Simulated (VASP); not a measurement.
Crystal: SnSe2.

```
Sn Se
1.0
     3.81100    0.00000    0.00000
    -1.90550    3.30042    0.00000
     0.00000    0.00000    6.13600
Sn Se
1 2
Direct
  0.00000 0.00000 0.00000
  0.33333 0.66667 0.24900
  0.66667 0.33333 0.75100
```

| Item | Value |
| --- | --- |
| Program | VASP 6.6.1 |
| Task | relaxation of cell and atoms |
| Functional | PBE |
| Dispersion | D3(BJ) |
| Potentials or basis | VASP PAW PBE potentials, release 64 (Sn_d, Se) |
| Cutoff | 600 eV |
| k mesh | 9 × 9 × 5 |
| Occupations | gaussian, width 0.03 eV |
| Spin | no spin polarisation |

At the start: pressure 3.3 GPa; volume 25.73 Å³/atom.

Problem. Where does the relaxation end?

Solution. Over 15 steps the energy falls by 22.5 meV/atom and the volume is 25.57 Å³/atom (-0.6 %); space group P-3m1 (No. 164, to 0.05 Å).

The path:
```
step  energy change (eV)  largest force (eV/Å)  pressure (GPa)  volume (Å³)
   1              0.0000                0.8170            3.32        77.18
   2             -0.0197                0.2899           -2.87        83.28
   3             -0.0517                0.1634           -0.43        80.49
   4             -0.0517                0.1750           -0.35        80.42
   5             -0.0556                0.1286           -0.22        79.88
   6             -0.0575                0.0774           -0.05        79.31
   7             -0.0576                0.0634            0.00        79.15
   8             -0.0596                0.0466           -0.06        78.93
   9             -0.0641                0.0019           -0.24        78.26
  10             -0.0665                0.0943           -0.45        76.89
  11             -0.0668                0.0664           -0.38        77.28
  12             -0.0669                0.0461            0.41        76.18
  13             -0.0675                0.0072            0.05        76.70
  14             -0.0675                0.0101            0.00        76.73
  15             -0.0675                0.0087            0.02        76.71
```

Final structure:
```
CELL_PARAMETERS angstrom
3.83942 0.00000 0.00000
-1.91971 3.32504 0.00000
0.00000 0.00000 6.00918
ATOMIC_POSITIONS crystal
Sn 0.00000 0.00000 0.00000
Se 0.33333 0.66667 0.26558
Se 0.66667 0.33333 0.73442
```
